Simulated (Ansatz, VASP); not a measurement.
**Two plane-wave programs on Si3B**

Contents of INCAR:

```
SYSTEM = Si3B
ALGO     = Normal         ! electronic algorithm
EDIFF    = 1E-6           ! SCF threshold, eV
EDIFFG   = -0.04          ! ionic threshold
ENCUT    = 600            ! plane-wave cutoff, eV
GGA      = PE             ! functional
IBRION   = 2              ! ionic algorithm
ISIF     = 3              ! what is computed and relaxed
ISMEAR   = 0              ! smearing method
LASPH    = .TRUE.         ! aspherical terms in the spheres
LCHARG   = .FALSE.        ! write CHGCAR
LREAL    = .FALSE.        ! projectors in reciprocal space
LWAVE    = .FALSE.        ! write WAVECAR
NELM     = 100            ! most SCF steps
NSW      = 90             ! ionic steps
PREC     = Accurate       ! precision mode
SIGMA    = 0.1            ! smearing width, eV
```

KPOINTS

```
k-points
0
G
  4 4 4
  0 0 0
```

Contents of POSCAR:

```
Si3B
1.0
    3.7761155300      0.0000000000      0.0000000000
    0.0000000000      3.7761155300      0.0000000000
    0.0000000000      0.0000000000      3.9849933400
Si B
3 1
Direct
    0.0000000000      0.0000000000      0.5000000000
    0.0000000000      0.5000000000      0.0000000000
    0.5000000000      0.0000000000      0.0000000000
    0.5000000000      0.5000000000      0.5000000000
```

Input for Ansatz:

```yaml
crystal:
  lattice:
    - [3.77611553, 0.0, 0.0]
    - [0.0, 3.77611553, 0.0]
    - [0.0, 0.0, 3.98499334]
  atoms:
    - { symbol: Si, position: [0.0, 0.0, 0.5] }
    - { symbol: Si, position: [0.0, 0.5, 0.0] }
    - { symbol: Si, position: [0.5, 0.0, 0.0] }
    - { symbol: B, position: [0.5, 0.5, 0.5] }
basis:
  ecutwfc: 420
kpoints:
  mp_grid: { grid: [4, 4, 4] }
hamiltonian:
  xc: pbe
scf:
  occupations: { method: gaussian, width: 0.1 }
  lower_state_search: "off"
output:
  forces: true
  stress: true
  eigenvalues: true
relax:
  adjacent_minimum: "off"
  f_tol: 0.04
  max_steps: 70
  cell: { stress_tol: 0.4 }
```

Alike in both runs: task relaxation of cell and atoms; functional PBE; k mesh 4 × 4 × 4; occupations gaussian, width 0.1 eV; no spin polarisation.

|  | VASP | Ansatz |
| --- | --- | --- |
| version | VASP 6.6.1 | Ansatz 0.2.0 |
| potentials or method | VASP PAW PBE potentials, release 64 (Si, B) | scalar-relativistic, plane waves, PAW |
| plane-wave cutoff (eV) | 600 | 420 |
| valence electrons in the cell | 15 | 15 |

Ansatz gave:

| Quantity | Value |
| --- | --- |
| gap on the k mesh at the Fermi level, each at its own relaxed structure (eV) | none |
| relaxed volume (Å³/atom) | 12.14 |
| relaxed cell length with the largest relative difference (Å) | 3.647 |
| energy change over the relaxation (meV/atom) | -109 |

**Question.** Estimate VASP's values.

**Answer.** gap on the k mesh at the Fermi level, each at its own relaxed structure (eV): none; relaxed volume (Å³/atom): 12.13; relaxed cell length with the largest relative difference (Å): 3.645; energy change over the relaxation (meV/atom): -111.

A gap of «none» marks a metal or a gap that the smearing closes.

Caveats: the k mesh is coarse (spacing up to 0.42 Å⁻¹), so the values aren't converged.
